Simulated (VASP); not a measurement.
An input for Quantum ESPRESSO's pw.x (written as the equivalent of a VASP run, and not itself run):

```
&CONTROL
  calculation = 'vc-relax'
  pseudo_dir = './pseudo'
  outdir = './out'
  tprnfor = .true.
  tstress = .true.
  nstep = 40
  forc_conv_thr = 0.00078
/
&SYSTEM
  ibrav = 0
  nat = 2
  ntyp = 2
  ecutwfc = 60
  occupations = 'smearing'
  smearing = 'methfessel-paxton'
  degauss = 0.00735
  input_dft = 'pz'
/
&ELECTRONS
  conv_thr = 7.3e-08
  electron_maxstep = 100
/
&IONS
/
&CELL
/
ATOMIC_SPECIES
  Hg 200.592 Hg.upf
  S 32.060 S.upf
CELL_PARAMETERS angstrom
     0.0000000    2.9149292    2.9149292
     2.9149292    0.0000000    2.9149292
     2.9149292    2.9149292    0.0000000
ATOMIC_POSITIONS crystal
  Hg   0.0000000  0.0000000  0.0000000
  S    0.2500000  0.2500000  0.2500000
K_POINTS automatic
  11 11 11 0 0 0
```

Question: Translate this input to VASP (INCAR, KPOINTS, POSCAR, choice of POTCAR).

Answer: One answer among several that fit: 
### KPOINTS
```
Regular mesh
0
gamma
11 11 11
0 0 0
```

INCAR:
```
ALGO = Normal
EDIFF = 1E-6
EDIFFG = -0.02
ENCUT = 500
IBRION = 2
ISIF = 3
ISMEAR = 1
LASPH = .TRUE.
LCHARG = .FALSE.
LMAXMIX = 6
LREAL = .FALSE.
LWAVE = .FALSE.
NELM = 100
NSW = 40
PREC = Accurate
SIGMA = 0.1
SYSTEM = HgS
```

POSCAR:
```
HgS
1
    0.0000000000     2.9149292129     2.9149292129
    2.9149292129     0.0000000000     2.9149292129
    2.9149292129     2.9149292129     0.0000000000
Hg S
1 1
Direct
  0.0000000000   0.0000000000   0.0000000000
  0.2500000000   0.2500000000   0.2500000000
```

POTCAR, in this order: Hg S (LDA.64 set). Program: vasp_std.

Limits of the translation: the potentials are each code's own (VASP's PAW set, PseudoDojo norm-conserving files in pw.x), so ENCUT and ecutwfc are chosen apart and not converted; conv_thr bounds pw.x's estimated SCF error, while EDIFF bounds the energy change between steps; forc_conv_thr acts on force components and is met together with etot_conv_thr.

The compound is HgS in the zinc blende structure, metacinnabar; cinnabar is the stable form. It was relaxed first.
